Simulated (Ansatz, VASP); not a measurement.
# TiSn in VASP and in Ansatz

INCAR

```
PREC     = Accurate       # precision mode
ENCUT    = 520            # plane-wave cutoff, eV
EDIFF    = 1E-6           # SCF threshold, eV
ISMEAR   = -1             # smearing method
SIGMA    = 0.05           # smearing width, eV
LREAL    = False          # projectors in reciprocal space
LASPH    = True           # aspherical terms in the spheres
NELM     = 80             # most SCF steps
ALGO     = Fast           # electronic algorithm
ISIF     = 2              # what is computed and relaxed
LWAVE    = False          # write WAVECAR
LCHARG   = False          # write CHGCAR
GGA      = PE             # functional
NBANDS   = 20             # bands
```

File KPOINTS:

```
regular mesh
0
Gamma
  8 8 8
```

File POSCAR:

```
TiSn
1.0
    0.0000000000      2.7433798768      2.7433798768
    2.7433798768      0.0000000000      2.7433798768
    2.7433798768      2.7433798768      0.0000000000
Ti Sn
1 1
Direct
    0.0000000000      0.0000000000      0.0000000000
    0.5000000000      0.5000000000      0.5000000000
```

The input input.yaml:

```yaml
crystal:
  lattice:
    - [0.0, 2.7433798768, 2.7433798768]
    - [2.7433798768, 0.0, 2.7433798768]
    - [2.7433798768, 2.7433798768, 0.0]
  atoms:
    - { symbol: Ti, position: [0.0, 0.0, 0.0] }
    - { symbol: Sn, position: [0.5, 0.5, 0.5] }
hamiltonian:
  xc: pbe
  pseudopotentials: { kind: paw, azcp: { folder: soft_1 } }
kpoints:
  mp_grid: { grid: [8, 8, 8] }
scf:
  occupations: { method: fermi_dirac, width: 0.05 }
output:
  forces: true
  stress: true
  eigenvalues: true
  write_density: true
  write_potential: true
  elf: true
  volumetric_format: npy
```

The cell was built by a generator and needn't be a form met in nature.

Alike in both runs: task single point; functional PBE; k mesh 8 × 8 × 8; occupations fermi-dirac, width 0.05 eV; no spin polarisation.

```csv
,VASP,Ansatz
version,VASP 6.6.1,Ansatz 0.2.0
potentials or method,"VASP PAW PBE potentials, release 64 (Ti_sv, Sn_d)",Ansatz PAW soft_1
plane-wave cutoff (eV),520,420
valence electrons in the cell,26,26
```

```csv
,VASP,Ansatz,Ansatz less VASP
gap on the k mesh at the Fermi level (eV),none,none,-
pressure (GPa),5.9,5.9,-0.01
```

A gap of «none» marks a metal or a gap that the smearing closes.
